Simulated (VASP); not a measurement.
Data:

```yaml
crystal:
  lattice:
    - [0.00000, 2.53089, 2.53089]
    - [2.53089, 0.00000, 2.53089]
    - [2.53089, 2.53089, 0.00000]
  atoms:
    - { symbol: Li, position: [0.00000, 0.00000, 0.00000] }
    - { symbol: Cl, position: [0.50000, 0.50000, 0.50000] }
```

These are PBEsol GGA, VASP's PBE PAW potentials (set 64) (plane waves; VASP) values and carry that method's errors. Settings: 620 eV cut-off, 9×9×9 Γ-centred mesh, Gaussian smearing of 0.050 eV, potentials Li_sv Cl.

**Question.** Predict the energy per atom (σ→0), band gap (on the k-mesh) with the smallest direct gap where there is one.

**Answer.** 
The band gap (on the k-mesh) is 6.37 eV, the smallest direct gap (on the k-mesh) is 6.37 eV and the energy per atom (σ→0) is -368.5 kJ/mol-atom.

The compound is LiCl in the rock salt structure. It was relaxed first.
